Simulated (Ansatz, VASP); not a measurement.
# TaP3W2: VASP beside Ansatz, part 2 of 2

One calculation is typed for both programs; each brings its own data sets. How far apart do they land? The cell is taken from a series of runs on this material, whose earlier steps may have relaxed, scaled, displaced or heated it; both programs get it as it stands.

VASP 6.6.1 and Ansatz 0.2.0.

So far: The starting structure; VASP: relaxation of cell and atoms, PBE.

## (3) Ansatz: relaxation of cell and atoms, PBE

Level of this step: Ansatz beside VASP: Kohn-Sham DFT, plane waves, PBE (Ansatz).

Ansatz runs on its PAW soft_1 files.

The same cell, functional, mesh and smearing now go to Ansatz, which takes its cutoff from its data sets.

Input file input.yaml:

```yaml
crystal:
  lattice:
    - [5.96, 0.0, 0.0]
    - [-2.98, 5.161511407, 0.0]
    - [0.0, 0.0, 3.321]
  atoms:
    - { symbol: W, position: [0.666666667, 0.333333333, 0.5] }
    - { symbol: W, position: [0.333333333, 0.666666667, 0.5] }
    - { symbol: Ta, position: [0.0, 0.0, 0.0] }
    - { symbol: P, position: [0.0, 0.3959, 0.0] }
    - { symbol: P, position: [0.6041, 0.6041, 0.0] }
    - { symbol: P, position: [0.3959, 0.0, 0.0] }
kpoints:
  mp_grid: { grid: [5, 5, 8] }
scf:
  occupations: { method: fermi_dirac, width: 0.05 }
hamiltonian:
  xc: pbe
  pseudopotentials: { kind: paw, azcp: { folder: soft_1 } }
relax:
  f_tol: 0.015
  max_steps: 70
  cell: {}
output:
  forces: true
  stress: true
```

On the command line:

```bash
$ ansatz run input.yaml --threads 4 --pin off --max-ram 10240MiB --backend cpu --events-out ev --progress --plain --runs-dir out
```

Numbers of over 12 decimals in the logs are rounded to 6 here.

Output:

```text
Engine: ansatz 0.2.0, x86_64-unknown-linux-gnu
Pseudopotentials: kind: paw
Pseudopotential: W, paw, valence charge 14, recommended cutoff 420 eV (normal), soft_1/W.paw.azcp
Pseudopotential: Ta, paw, valence charge 13, recommended cutoff 420 eV (normal), soft_1/Ta.paw.azcp
Pseudopotential: P, paw, valence charge 5, recommended cutoff 420 eV (normal), soft_1/P.paw.azcp
Functional definition: PBE
  parameter kappa = 0.804
  parameter beta = 0.066725
  exchange = pbe_x(kappa = kappa, mu = beta*pi^2/3)
  correlation = pbe_c(beta = beta)
Crystal: 6 atoms, lattice volume = 102.163 Å³
Basis set: ecut = 420 eV, 2003 PW (Γ), exchange–correlation on 80×80×48 points (8 copies of the dense FFT grid, shifted against one another)
Bands: 34, of which v1, the nominal top of the filled ones, is band 28 counted from 1 (27 counted from 0)
Symmetry: 12 space group operations
Space group: P-62m (ITA 189), of the structure as read, at distance tolerance 4.7e-5 Å
k-points: 25 of 200 (time reversal used)
Non-local potential: W, projectors of the file, l = 0: 3, l = 1: 2, l = 2: 2, l = 3: 1
Non-local potential: Ta, projectors of the file, l = 0: 3, l = 1: 2, l = 2: 2, l = 3: 1
Non-local potential: P, projectors of the file, l = 0: 2, l = 1: 2, l = 2: 1
PAW form: soft (Blöchl's): semilocal exchange-correlation on the pseudo side does not see the compensation charge
PAW one-centre angular grid: W, 590 points (default); XC on 64 Gauss nodes
PAW one-centre angular grid: Ta, 590 points (default); XC on 64 Gauss nodes
PAW one-centre angular grid: P, 110 points (default); XC on 64 Gauss nodes
Initial density: superposition of atomic densities (chi_scale 0.1, normalization cell, long waves kept (reshape's long-wave potential 0.00 eV rms))
Initial wavefunctions: pseudopotential atomic-orbital guess
Functional: x = pbe(κ = 0.804, μ = 0.219515), c = pbe(β = 0.066725)
SCF iter   1: F=—  HF=-32977.143753 eV  |F-HF|=—  |Δ(HF+E_count)|=         —  Δρ=1.29e-1  dr2=6.09e1  ethr=3.10e-3  ⟨swp⟩=7.2  Hψ=4109  notcnv=0
preconditioner: auto → Kerker (q_TF=auto, 2.468 Å⁻¹)  [metal: Δε(μ)=0.016 eV  Ē_g=6.676 eV  σ=0.050 eV  W_gap=0.08  n_scr=32 (ndim 8)  ℏωp=20.8 eV  f_vac=0.000  D(μ)=5.82/eV (n_scr^D=56)]
SCF iter   2: F=—  HF=-32972.066141 eV  |F-HF|=—  |Δ(HF+E_count)|=    5.08e0  Δρ=5.06e-2  dr2=8.34e0  ethr=3.10e-3  ⟨swp⟩=3.3  Hψ=1820  notcnv=0  defer=3
SCF iter   3: F=—  HF=-32971.203628 eV  |F-HF|=—  |Δ(HF+E_count)|=   8.63e-1  Δρ=1.24e-2  dr2=1.76e-1  ethr=3.10e-3  ⟨swp⟩=3.4  Hψ=1498  notcnv=0  defer=2
SCF iter   4: F=—  HF=-32971.176268 eV  |F-HF|=—  |Δ(HF+E_count)|=   2.74e-2  Δρ=2.92e-3  dr2=8.09e-3  ethr=3.14e-4  ⟨swp⟩=3.8  Hψ=1546  notcnv=0
SCF iter   5: F=—  HF=-32971.175319 eV  |F-HF|=—  |Δ(HF+E_count)|=   9.49e-4  Δρ=1.12e-3  dr2=1.72e-3  ethr=1.44e-5  ⟨swp⟩=2.2  Hψ=1239  notcnv=0
SCF iter   6: F=—  HF=-32971.175245 eV  |F-HF|=—  |Δ(HF+E_count)|=   7.46e-5  Δρ=1.74e-4  dr2=4.10e-5  ethr=3.07e-6  ⟨swp⟩=2.4  Hψ=1190  notcnv=0
SCF iter   7: F=—  HF=-32971.175199 eV  |F-HF|=—  |Δ(HF+E_count)|=   4.62e-5  Δρ=4.85e-5  dr2=2.52e-6  ethr=7.32e-8  ⟨swp⟩=2.0  Hψ=1212  notcnv=0
SCF iter   8: F=-32971.175199 eV  HF=-32971.175199 eV  |F-HF|=2.33e-8  |Δ(HF+E_count)|=   3.79e-8  Δρ=8.29e-6  dr2=7.96e-8  ethr=1.79e-10  ⟨swp⟩=3.8  Hψ=3593  notcnv=0
SCF 1 converged in 8 iterations: F = -32971.175199 eV  dr2 = 7.96e-8
  greatest PAW one-centre occupation: 0.999 electrons in one spin orbital (limit 2), on the W atom at site 0 (counted from 0), in its partial waves of l = 0
relax step   1: F+E_penalty+E_count = -32971.17519851 eV  Δ(F+E_penalty+E_count) = +0.000e0 eV  max|allowed force component| = 8.453e-2 eV/Å  Δτ_max = 0.0000 Å  P = +0.178 GPa  Ω = 102.163 Å³  (8 SCF iters, dr2 threshold 1.00e-7 eV, accepted)
[...]
relax step   6: F+E_penalty+E_count = -32971.63892642 eV  Δ(F+E_penalty+E_count) = -1.047e-5 eV  max|allowed force component| = 1.603e-2 eV/Å  Δτ_max = 0.0020 Å  P = -0.110 GPa  Ω = 102.949 Å³  energy of the carried Pulay correction = -1.791e-4 eV  (6 SCF iters, dr2 threshold 4.07e-8 eV, accepted)
[...]
relax step   7: F+E_penalty+E_count = -32971.63898330 eV  Δ(F+E_penalty+E_count) = -5.688e-5 eV  max|allowed force component| = 1.850e-5 eV/Å  Δτ_max = 0.0008 Å  P = +0.003 GPa  Ω = 102.887 Å³  energy of the carried Pulay correction = -1.651e-4 eV  (6 SCF iters, dr2 threshold 4.30e-8 eV, accepted)
[...]
relax step   8: F+E_penalty+E_count = -32971.63976255 eV  Δ(F+E_penalty+E_count) = -7.793e-4 eV  max|allowed force component| = 7.262e-5 eV/Å  Δτ_max = 0.0000 Å  P = +0.008 GPa  Ω = 102.887 Å³  stress off target by 1.71e-2 GPa  SCF on the basis re-selected at this cell (its energy is not comparable with the rows above)  (9 SCF iters)
basis re-selected at this cell: Δ(F+E_penalty+E_count) = -7.793e-4 eV, ΔP = +0.005 GPa vs the last step (what re-selecting the basis moved, of the pressure what is left beyond the Pulay correction that the steps carried, after the strain that the cell walked since its last selection, with what the two solves' SCF thresholds leave and, on support functions, any second-order correction that the steps lacked; it is no measure of the basis error at this ecutwfc). The dense FFT grid was sized anew with the basis: this SCF ran on 45×45×24 points, the steps before it on 40×40×24, so part of this shift can come from that change (see relax.cell in the input reference). [rest of the remark cut]
SCF converged after 9 iterations
Free energy (F): -32971.639763 eV
Harris-Foulkes:  -32971.639763 eV  (|F-HF|=0.00e0)
Internal energy: -32971.608406 eV  (E = F + TS)
E sigma→0 (E₀):  -32971.624084 eV
Entropy (-TS):   -0.031356 eV (-5.226 meV/atom)
Fermi energy:    14.748206 eV
--- Per-component energies (eV) ---
  E_band       = -441.745501
  E_kinetic    = 1453.301898
  E_local      = -2706.798725  (includes V_loc(G=0)·N_el)
  E_nonlocal   = 35.527573
  E_hartree    = 1054.051870
  E_xc         = -1077.008046
  E_vxc        = -881.826483  (∫ρ·V_xc dr)
  E_paw        = -27134.746432  (= ΣΔE_a)
  E_vpaw       = -450.053902  (= ΣTr[D̂ρ^β])
  E_aug_tail   = 0.000398  (compensation charges beyond the density's cutoff)
  E_ewald      = -4595.936942
  E_smearing   = -0.031356  (= −TS)
  E_closure    = 0.000000  (closes the sum)
  Σ components = -32971.639763   (vs F -32971.639763, Δ=0.00e0)
--- Forces (eV/Å), atoms counted from 1 ---
  atom   1  W     -0.00000000     0.00000000     0.00000000
  atom   2  W     -0.00000000    -0.00000000    -0.00000000
  atom   3  Ta     0.00000000     0.00000000    -0.00000000
  atom   4  P      0.00003631    -0.00006289     0.00000000
  atom   5  P      0.00003631     0.00006289     0.00000000
  atom   6  P     -0.00007262    -0.00000000     0.00000000
  max |Σ_I F_I| component: 1.45e-16 eV/Å
--- Stress (GPa, compression-positive) ---
        0.017120       0.000000      -0.000000
        0.000000       0.017120      -0.000000
       -0.000000      -0.000000      -0.010974
  P = ⅓ Tr σ = 0.0078 GPa (0.078 kbar)
--- Relaxed structure (7 steps of the walk, 7 accepted, 1 SCFs on fresh bases) ---
  F+E_penalty+E_count = -32971.63976255 eV   max|allowed force component| = 7.262e-5 eV/Å   (the final SCF, on the basis selected at the relaxed cell)
  cell:  # Å, volume = 102.8870 Å³
    - [6.207571, 0, 0.0]
    - [-3.103786, 5.375914, 0.0]
    - [0.0, 0.0, 3.083092]
  atoms:
    - { symbol: W, position: [0.666667, 0.333333, 0.500000] }
    - { symbol: W, position: [0.333333, 0.666667, 0.500000] }
    - { symbol: Ta, position: [0, 0, 0.0] }
    - { symbol: P, position: [-2.7755575615628914e-17, 0.387912, 0.0] }
    - { symbol: P, position: [0.612088, 0.612088, 0.0] }
    - { symbol: P, position: [0.387912, 0, 0.0] }
```

## (4) Differences

Known differences besides the potentials themselves: the data sets hold 56 valence electrons in Ansatz (on its PAW soft_1 files) and 38 in VASP; the cutoff is 420 eV in Ansatz and 600 eV in VASP; Ansatz adds a Pulay correction to the stress that steers its cell, VASP none. Total energies have different zeros and are not compared.

Compared:

```csv
quantity,Ansatz,VASP,difference
volume (Å³),102.89,102.73,+0.15 %
"edge a after relaxation, in the typed setting (Å)",6.208,6.208,-0.01 %
"edge c after relaxation, in the typed setting (Å)",3.083,3.078,+0.17 %
```

## (5) Results

```json
{
  "difference in edge c after relaxation, in the typed setting (relaxation of cell and atoms, PBE)": "0.17 %"
}
```

The difference in edge c after relaxation, in the typed setting is 0.17 % (relaxation of cell and atoms, PBE), within the 1.2 % picked in this series as the mark of a large difference, as far as the stopping tolerances let one tell. The data sets hold unlike numbers of valence electrons (56 in Ansatz and 38 in VASP), so part of the differences comes from the potentials. How closely two codes agree says nothing of how well the functional describes the real material.

[Lines on the potential files, build, host, timing and source positions are cut from VASP's logs without a mark.]

[Logs are printed without paths, hosts, clocks, repeated set-up lines and the standing remarks that a program may print on its own settings, such as how far it seeks lower states.]

[Hosts, paths, dates, database ids (printed as entryN), source tags and the programs' standing remarks are cut or masked in the printed files.]
